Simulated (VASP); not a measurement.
Consider the following.

```xyz
6
Lattice="4.5010 0.0000 0.0000 0.0000 4.5010 0.0000 0.0000 0.0000 3.0059" Properties=species:S:1:pos:R:3 pbc="T T T"
Mg     0.0000     0.0000     0.0000
Mg     2.2505     2.2505     1.5030
H      1.3696     1.3696     0.0000
H      3.6202     0.8809     1.5030
H      0.8809     3.6202     1.5030
H      3.1314     3.1314     0.0000
```

Calculation: AM05 GGA, VASP's PBE PAW potentials (set 64) (plane waves; VASP). Settings: 520 eV cut-off, Gaussian smearing of 0.050 eV, potentials Mg H.

Question: Give the energies of bands 1 to 7 at the high-symmetry points, in eV from the valence-band maximum.

Answer: 
```tsv
band	Γ	X	M	Z	R	A
1	-6.58	-4.94	-3.84	-3.11	-2.34	-1.93
2	-1.50	-4.94	-3.84	-3.11	-2.34	-1.93
3	-1.50	-0.53	-2.84	-0.07	-1.12	-0.98
4	-0.46	-0.53	-2.84	-0.07	-1.12	-0.98
5	4.48	5.13	8.97	6.23	5.03	3.70
6	4.91	5.13	8.97	6.23	5.03	3.70
7	9.01	9.94	9.11	6.59	6.66	3.95
```

The gap is indirect, 3.53 eV, from the valence maximum at M-Γ at 0.67 to the conduction minimum at A-Z at 0.22.

The compound is MgH2 in the rutile structure. It was relaxed first.
